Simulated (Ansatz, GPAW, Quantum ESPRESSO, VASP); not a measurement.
**One structure in several programs: La (P6_3/mmc, 4 atoms in the cell)**

Self-consistent single point, at a second geometry (lattice scaled by 0.98). First geometry:

```
CELL_PARAMETERS angstrom
      1.88500    -3.26492     0.00000
      1.88500     3.26492     0.00000
      0.00000     0.00000    12.16000
ATOMIC_POSITIONS crystal
  La 0.00000 0.00000 0.50000
  La 0.00000 0.00000 0.00000
  La 0.33333 0.66667 0.25000
  La 0.66667 0.33333 0.75000
```

Shared settings, as Ansatz (a program for electronic structure) writes them: kpoints.mp_grid.grid = 7 7 2; scf.occupations.method = fermi_dirac; scf.occupations.width = 0.0073 Ry. Potentials and cutoffs stand in the table.

```csv
code,model,ΔF from the first geometry (meV/atom),pressure (GPa),cutoff
Ansatz,"PBE, default PAW files",7.9,1.44,default
VASP,"PBE, VASP's PBE PAW potentials (set 64)",9.4,1.34,300 eV
Quantum ESPRESSO,"PBE, GBRV 1.5 ultrasoft (PBE) pseudopotentials",10.7,1.68,40 Ry
GPAW,"PBE, GPAW PAW datasets PBE (gpaw-data 1.0.1)",9.7,1.58,850 eV
```

The spread over the programs that give each value: ΔF from the first geometry within 2.8 meV/atom; pressure within 0.34 GPa.

Ansatz's pressure is given at a fixed set of plane waves, as the other plane-wave codes print theirs.

VASP's run is marked for a possible Pulay error in its stress at this cutoff; no cutoff test was made.

The starting cell has typed, rounded lattice constants, without a prior relaxation at this level. For this run, on top of that: lattice scaled by 0.98.

Left out of this page: CP2K, Elk, FLEUR and SIESTA (not drawn, or without a comparable value).

Keys are those of Ansatz 0.2.
